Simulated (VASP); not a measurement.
An input for Ansatz (written as the equivalent of a VASP run, and not itself run):

Ansatz 0.2 input:
```yaml
crystal:
  lattice:
    - [3.5087703, 0.0000000, 0.0000000]
    - [-1.7543846, 3.0386838, 0.0000000]
    - [0.0000000, 0.0000000, 3.1890688]
  atoms:
    - { symbol: Sr, position: [0.0000000, 0.0000000, 1.0000000] }
    - { symbol: O, position: [0.6666670, 0.3333330, 0.5000000] }
kpoints:
  mp_grid: { grid: [8, 8, 8] }
hamiltonian:
  xc: r2scan
  pseudopotentials: { kind: paw }
scf:
  occupations: { method: gaussian, width: 0.05 }
  max_iter: 100
relax:
  max_steps: 60
  f_tol: 0.01
  cell: {}
output: { forces: true, stress: true, eigenvalues: true }
```

### Question
Write the VASP files for the same calculation (r2SCAN).

### Answer
This is not unique; one that fits is 
INCAR:
```
NSW = 60   # most ionic steps
LMAXMIX = 4   # l cut-off of mixed one-centre charges
EDIFF = 1E-6
METAGGA = R2SCAN
ISIF = 3
ISMEAR = 0
ALGO = Normal   # blocked Davidson
PREC = Accurate
SYSTEM = SrO
ENCUT = 520   # plane-wave cut-off (eV)
LCHARG = .FALSE.
LWAVE = .FALSE.
LMIXTAU = .TRUE.
EDIFFG = -0.01
SIGMA = 0.05
IBRION = 2   # conjugate gradients
LASPH = .TRUE.
LREAL = .FALSE.
NELM = 100   # most electronic steps
```

POSCAR:
```
SrO
1
    3.5087702567     0.0000000287    -0.0000000000
   -1.7543845784     3.0386838041     0.0000000000
    0.0000000000     0.0000000000     3.1890687601
Sr O
1 1
Direct
  0.0000000000   0.0000000000   1.0000000000
  0.6666670000   0.3333330000   0.5000000000
```

### KPOINTS
```
K-points
0
gamma
 8 8 8
```

POTCAR, in this order: Sr_sv O (PBE.64 set). Program: vasp_std.

Limits of the translation: each code has its own PAW files, so the cut-off isn't converted (ENCUT is set for VASP's; basis.ecutwfc is left out, and Ansatz then takes the one that its files recommend); Ansatz stops its SCF on the density residual and VASP on the energy change (EDIFF).

The structure was generated: SrO was put into the WC type (P-6m2), which need not be its known phase. This run relaxes it. Symmetry was kept, so distortions that lower it aren't found. The start is the result of an earlier pass.
